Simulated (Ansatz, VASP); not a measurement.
# Two plane-wave programs on B3C2

```
CELL_PARAMETERS angstrom
3.26984 0.00000 0.00000
0.00000 3.26984 0.00000
0.00000 0.00000 3.26984
ATOMIC_POSITIONS crystal
B 0.50000 0.00000 0.00000
B 0.00000 0.50000 0.00000
B 0.00000 0.00000 0.50000
C 0.00000 0.00000 0.00000
C 0.50000 0.50000 0.50000
```

Alike in both runs: task single point; functional PBE; k mesh 6 × 6 × 6; occupations gaussian, width 0.1 eV; collinear spin.

```csv
,VASP,Ansatz
version,VASP 6.6.1,Ansatz 0.2.0
potentials or method,"VASP PAW PBE potentials, release 64 (B, C)","scalar-relativistic, plane waves, PAW"
plane-wave cutoff (eV),520,420
valence electrons in the cell,17,17
```

```tsv
	VASP	Ansatz	Ansatz less VASP
gap on the k mesh at the Fermi level (eV)	none	none	-
pressure (GPa)	-0.3	-0.3	0.00
net moment per atom (μB)	0.00	0.00	0.000
```

A gap of «none» marks a metal or a gap that the smearing closes. With one functional, cell and mesh, what is left measures potentials, basis and numerics. Ansatz warned: «seeded_moment_not_kept».
